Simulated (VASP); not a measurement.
Input:

```yaml
crystal:
  lattice:
    - [0.00000, 2.87892, 2.87892]
    - [2.87892, 0.00000, 2.87892]
    - [2.87892, 2.87892, 0.00000]
  atoms:
    - { symbol: Ge, position: [0.00000, 0.00000, 0.00000] }
    - { symbol: Ge, position: [0.25000, 0.25000, 0.25000] }
```

Level of theory: PBE GGA, VASP's PBE PAW potentials (set 64) (plane waves; VASP). Numerical set-up: 350 eV cut-off, 7×7×7 Γ-centred mesh, Gaussian smearing of 0.050 eV, potentials Ge_d.

Q: Estimate the energy per atom (σ→0), band gap (on the k-mesh) with the smallest direct gap where there is one.

A: 
```yaml
band gap (on the k-mesh): none (metal, semimetal or under 0.01 eV)
energy per atom (σ→0): -4.509 eV/atom
```

The absolute energy has meaning only against runs of the same code, potentials and settings.

The compound is Ge in the diamond structure. It was relaxed first, which changed the volume by +5 %.
